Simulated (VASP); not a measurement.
Runs of VASP 6.6.1 on Si2W. Symmetry: I4/mmm, No. 139, tetragonal system. Conventional cell: a = 3.214 Å, b = 3.214 Å, c = 7.830 Å, α = 90.00°, β = 90.00°, γ = 90.00°. Around Si (site symmetry 4mm) lie 5 Si at 2.59 to 2.63 Å and 5 W at 2.62 Å. Around W (site symmetry 4/mmm) lie 10 Si at 2.62 Å. 

```csv
level,potentials or basis,k mesh,cutoff (eV),gap on the mesh (eV),pressure (GPa),relaxed volume (Å³/atom)
PBE,"VASP PAW PBE potentials, release 64 (Si, W)",8 × 8 × 8,300,none,0.0,13.61
PBE,"VASP PAW PBE potentials, release 64 (Si, W_sv)",16 × 16 × 16,600,none,0.0,(a)
PBE+D3(BJ),"VASP PAW PBE potentials, release 64 (Si, W_sv)",16 × 16 × 16,600,none,0.0,13.26
r2SCAN,"VASP PAW PBE potentials, release 64 (Si, W_sv)",16 × 16 × 16,600,none,0.0,13.43
LDA,"VASP PAW LDA potentials, release 64 (Si, W_sv)",16 × 16 × 16,600,none,0.0,(b)
PBEsol,"VASP PAW PBE potentials, release 64 (Si, W_sv)",16 × 16 × 16,600,none,0.0,13.38
```

Alike in all rows: task relaxation of cell and atoms; no spin polarisation; cell relaxed; smearing methfessel-paxton 0.1 eV.

Problem. Estimate the missing entries.

Solution. (a) 13.67; (b) 13.19.

Caveats: the PAW data sets were made with another functional, which shifts forces and pressure a little (some runs); the cutoff is under 1.25 times the usual one of these potentials, so pressure, stress and relaxed cells hold a basis-set (Pulay) error (some runs); pairwise dispersion overbinds metals, which lowers pressure and volume (some runs).

A k mesh can miss the band edges, and the runs leave out spin-orbit coupling on W.

A gap of «none» marks a metal or a gap under the smearing width.

Not every run made on this cell is shown here.
